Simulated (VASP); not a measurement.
A convergence study with VASP on Ag (space group Fm-3m): a few settings are varied, all else stays as given below, so the limit is that of these other settings.

```
CELL_PARAMETERS angstrom
      0.00000     2.05523     2.05523
      2.05523     0.00000     2.05523
      2.05523     2.05523     0.00000
ATOMIC_POSITIONS crystal
  Ag 0.00000 0.00000 0.00000
```

Calculation: PBE GGA, VASP's PBE PAW potentials (set 64) (plane waves; VASP). The last row used: 300 eV cut-off, 22×22×22 Γ-centred mesh shifted by (0.5, 0.5, 0.5), Fermi-Dirac smearing of 0.10 eV, potentials Ag.

| setting | E (eV/atom) | pressure (GPa) | irreducible k-points |
|---|---|---|---|
| 2×2×2 mesh | -2.0590 | 6.93 | 2 |
| 3×3×3 mesh | -2.6946 | 3.06 | 6 |
| 4×4×4 mesh | -2.6793 | 3.88 | 10 |
| 5×5×5 mesh | -2.7132 | 2.25 | 19 |
| 6×6×6 mesh | -2.7161 | 2.67 | 28 |
| 7×7×7 mesh | … | … | 44 |
| 8×8×8 mesh | -2.7224 | 2.42 | 60 |
| 9×9×9 mesh | -2.7248 | 2.52 | 85 |
| 10×10×10 mesh | … | 2.40 | 110 |
| 11×11×11 mesh | -2.7243 | 2.43 | 146 |
| 12×12×12 mesh | -2.7237 | 2.41 | 182 |
| 13×13×13 mesh | -2.7231 | 2.40 | 231 |
| 14×14×14 mesh | -2.7229 | 2.44 | 280 |
| 16×16×16 mesh | -2.7224 | 2.44 | 408 |
| 18×18×18 mesh | -2.7222 | 2.44 | 570 |
| 20×20×20 mesh | -2.7223 | 2.44 | 770 |
| 22×22×22 mesh | -2.7225 | 2.44 | 1012 |

### Question
Complete the blanks.

### Answer

- 7×7×7 mesh, E (eV/atom): -2.7212
- 7×7×7 mesh, pressure (GPa): 2.47
- 10×10×10 mesh, E (eV/atom): -2.7260

Left out are rungs that failed or repeat a setting and relaxations that didn't move; long series are thinned to 24 rows.

The structure is a typed Ag crystal (space group no. 225). The cell was not relaxed at this level.
